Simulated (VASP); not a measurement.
These are PBE GGA with D4 dispersion, VASP's PBE PAW potentials (set 64) (plane waves; VASP) values and carry that method's errors.

VASP ran on this input.

**POSCAR**
```
ZnS
1
    0.0000000000     2.6907793857     2.6907793857
    2.6907793857    -0.0000000000     2.6907793857
    2.6907793857     2.6907793857    -0.0000000000
Zn S
1 1
Direct
  0.0000000000   0.0000000000   0.0000000000
  0.2500000000   0.2500000000   0.2500000000
```

File KPOINTS:
```
kpoints
0
G
 10 10 10
```

**INCAR**
```
! general
SYSTEM =ZnS
PREC   =Accurate
ENCUT  =520
LREAL  =.False.   ! projection in real space or not
LASPH  =.True.   ! aspherical one-centre terms

! electronic loop
EDIFF  =1E-7   ! SCF stop (eV)
NELM   =100   ! most electronic steps
ALGO   =Normal   ! blocked Davidson
LMAXMIX=4   ! l cut-off of mixed one-centre charges

! smearing
ISMEAR =-5   ! tetrahedra, Bloechl

! functional
GGA    =PE   ! PBE
IVDW   =13

! ions
ISIF   =2   ! forces and stress, cell fixed

! output
LWAVE  =.False.
LCHARG =.True.
LORBIT =11   ! lm-projected
NEDOS  =601
```

POTCAR, in this order: Zn S (PBE.64 set). Program: vasp_std.

Estimate the energy per atom (σ→0), dispersion energy, band gap (on the k-mesh).

```json
{
 "energy per atom (σ→0)": "-3.730 eV/atom",
 "dispersion_energy": "-0.620 eV",
 "band gap (on the k-mesh)": "2.17 eV"
}
```

OSZICAR:
```
...
DAV:   8    -0.683995939832E+01    0.53393E-03   -0.56323E-03  1442   0.748E-01    0.820E-01
DAV:   9    -0.684022420979E+01   -0.26481E-03   -0.11920E-03  1360   0.324E-01    0.120E-01
DAV:  10    -0.684036247056E+01   -0.13826E-03   -0.12876E-04  1407   0.122E-01    0.568E-02
DAV:  11    -0.684038332924E+01   -0.20859E-04   -0.30460E-05  1327   0.682E-02    0.657E-03
DAV:  12    -0.684038422498E+01   -0.89574E-06   -0.29620E-06  1464   0.180E-02    0.319E-03
DAV:  13    -0.684038405164E+01    0.17334E-06   -0.33212E-07  1413   0.113E-02    0.765E-04
DAV:  14    -0.684038402229E+01    0.29345E-07   -0.84975E-08   948   0.257E-03
   1 F= -.74603624E+01 E0= -.74603624E+01  d E =0.000000E+00
```

The compound is ZnS in the zinc blende structure. It was relaxed first.
